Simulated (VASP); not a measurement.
Runs of VASP 6.6.1 on N2. The cell holds a molecule in a box, 2 atoms: a = 10.000 Å, b = 10.500 Å, c = 11.000 Å, α = 90.00°, β = 90.00°, γ = 90.00°. 

```tsv
level	potentials or basis	cutoff (eV)	gap on the mesh (eV)
PBE+D3(BJ)	VASP PAW PBE potentials, release 64 (N)	520	8.07
PBEsol	VASP PAW PBE potentials, release 64 (N_s)	400	(a)
PBE	VASP PAW PBE potentials, release 64 (N)	520	8.07
RPBE	VASP PAW PBE potentials, release 64 (N)	520	8.05
LDA	VASP PAW LDA potentials, release 64 (N)	520	8.09
```

Alike in all rows: task relaxation of the atoms; no spin polarisation; cell atoms relaxed; k mesh 1 × 1 × 1; smearing gaussian 0.02 eV.

Problem. Estimate the missing entries.

Solution. (a) 7.25.

Caveats: the standard files for N, O and F lose accuracy on very short bonds.

